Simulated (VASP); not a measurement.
Consider the following.

```yaml
crystal:
  lattice:
    - [1.79561, -3.11008, 0.00000]
    - [1.79561, 3.11008, 0.00000]
    - [0.00000, 0.00000, 17.93259]
  atoms:
    - { symbol: Te, position: [0.33333, 0.66667, 0.85087] }
    - { symbol: Te, position: [0.66667, 0.33333, 0.35087] }
    - { symbol: Te, position: [0.66667, 0.33333, 0.14913] }
    - { symbol: Te, position: [0.33333, 0.66667, 0.64913] }
    - { symbol: Mo, position: [0.33333, 0.66667, 0.25000] }
    - { symbol: Mo, position: [0.66667, 0.33333, 0.75000] }
```

The numbers are results of RPBE GGA, VASP's PBE PAW potentials (set 64) (plane waves; VASP 6.6.1), not measurements. Settings: 520 eV cut-off, 8×8×2 Γ-centred mesh, tetrahedra with Blöchl corrections, potentials Te Mo_sv.

The cores are frozen, which limits the accuracy of field gradients. Without a dispersion term in the relaxation, distances and binding between the weakly bound layers, chains or molecules are unreliable, and so is what depends on them.

Task: Give the principal components of the electric field gradient (V/Å²) and the asymmetry η at each nucleus.

Result: 
| atom | Vxx | Vyy | Vzz | η |
|---|---|---|---|---|
| Te1 | 99.4 | 99.4 | -198.9 | 0.00 |
| Te2 | 99.4 | 99.4 | -198.9 | 0.00 |
| Te3 | 99.4 | 99.4 | -198.9 | 0.00 |
| Te4 | 99.4 | 99.4 | -198.9 | 0.00 |
| Mo5 | 37.3 | 37.3 | -74.5 | 0.00 |
| Mo6 | 37.3 | 37.3 | -74.5 | 0.00 |

The compound is MoTe2 in the 2H layered structure. It was relaxed first, which changed the volume by +34 %.
